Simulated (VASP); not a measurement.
Input:

```
AlTi
1.0
    2.80551     0.00000     0.00000
    0.00000     2.80551     0.00000
    0.00000     0.00000     4.02591
Ti Al
1 1
Direct
  0.00000   0.00000   0.00000
  0.50000   0.50000   0.50000
```

Method: PBE GGA with D4 dispersion, VASP's PBE PAW potentials (set 64) (plane waves; VASP). Run with 520 eV cut-off, Gaussian smearing of 0.050 eV, potentials Ti_sv Al.

Q: What does the run give for the band gap (along the path) with the smallest direct gap where there is one?

A: 
- band gap (along the path) = none (metal, semimetal or under 0.01 eV)

The absolute energy has meaning only against runs of the same code, potentials and settings.

The compound is TiAl in the L1_0 structure. It was relaxed first. The electron count is odd and the run is not spin-polarised, which forces a metal.
